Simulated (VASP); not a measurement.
OSZICAR of a VASP run on Ca (fcc):

File OSZICAR:
```
       N       E                     dE             d eps       ncg     rms          rms(c)
DAV:   1     0.606475160202E+02    0.60648E+02   -0.50737E+03  1296   0.989E+02
DAV:   2    -0.101484667671E+01   -0.61662E+02   -0.61351E+02  1339   0.227E+02
DAV:   3    -0.218632729024E+01   -0.11715E+01   -0.11616E+01  2017   0.333E+01
DAV:   4    -0.222542979085E+01   -0.39103E-01   -0.39080E-01  1910   0.442E+00
DAV:   5    -0.222582898928E+01   -0.39920E-03   -0.39889E-03  2091   0.347E-01    0.222E+00
DAV:   6    -0.220916467592E+01    0.16664E-01   -0.17202E-02  1620   0.157E+00    0.135E+00
DAV:   7    -0.220363229459E+01    0.55324E-02   -0.20881E-02  1665   0.191E+00    0.105E-01
DAV:   8    -0.220312317318E+01    0.50912E-03   -0.24900E-03  1535   0.523E-01    0.190E-02
DAV:   9    -0.220312218638E+01    0.98680E-06   -0.85689E-05  1967   0.878E-02    0.362E-03
DAV:  10    -0.220312246779E+01   -0.28141E-06   -0.43412E-06  1860   0.200E-02
   1 F= -.22031225E+01 E0= -.22026211E+01  d E =-.220312E+01
```

Q: Which electronic solver shows in the log?

A: It is blocked Davidson (ALGO = Normal, or the opening steps of other solvers). The INCAR had ALGO = Normal.

Q: Can the final energy be trusted as converged?

A: Self-consistency was reached. It stopped with EDIFF = 1E-6, NELM = 100, NSW = 40 and EDIFFG = -0.02 after 1 ionic step (LDA (Ceperley-Alder, Perdew-Zunger), plane waves, VASP's LDA PAW potentials (set 64)).

The compound is Ca in the fcc structure. It was relaxed first, which changed the volume by -13 %.
